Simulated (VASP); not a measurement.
Shape and ions are relaxed at each volume.

Energy against volume of MnO2 (rutile). Level of theory: AM05 GGA, VASP's PBE PAW potentials (set 64) (plane waves; VASP).

```
V (Å³/atom)  E (eV/atom)
-----------  -----------
8.493           -8.15578
8.764           -8.17778
9.035           -8.18512
9.306           -8.18020
9.577           -8.16497
```

Task: Fit a third-order Birch-Murnaghan equation of state.

Result: 
```json
{
 "volume_per_atom": "9.05 Å^3/atom",
 "bulk_modulus": "239 GPa",
 "pressure_derivative_of_the_bulk_modulus": "4.87"
}
```

The compound is MnO2 in the rutile structure. It was relaxed first.
